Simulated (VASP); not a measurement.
Consider the following.

```xyz
1
Lattice="0.0000 2.0468 2.0468 2.0468 0.0000 2.0468 2.0468 2.0468 0.0000" Properties=species:S:1:pos:R:3 pbc="T T T"
Au     0.0000     0.0000     0.0000
```

Computed with vdW-DF-cx, VASP's PBE PAW potentials (set 64) (plane waves; VASP). Run with 520 eV cut-off, Gaussian smearing of 0.050 eV, potentials Au.

Problem. Give the energies of bands 1 to 7 at the high-symmetry points, in eV from the Fermi level.

Solution. 
| band | Γ | X | U | L | W |
|---|---|---|---|---|---|
| 1 | -9.87 | -7.05 | -6.44 | -7.30 | -5.95 |
| 2 | -4.69 | -6.73 | -5.82 | -4.73 | -5.15 |
| 3 | -4.69 | -2.04 | -3.84 | -4.73 | -5.15 |
| 4 | -4.69 | -1.68 | -2.90 | -2.00 | -3.34 |
| 5 | -3.19 | -1.68 | -2.12 | -2.00 | -1.68 |
| 6 | -3.19 | 0.98 | 3.73 | -0.98 | 4.57 |
| 7 | 14.56 | 5.62 | 4.61 | 2.96 | 6.23 |

It has no gap at this level: it comes out as a metal or semimetal.

The compound is Au in the fcc structure. It was relaxed first.
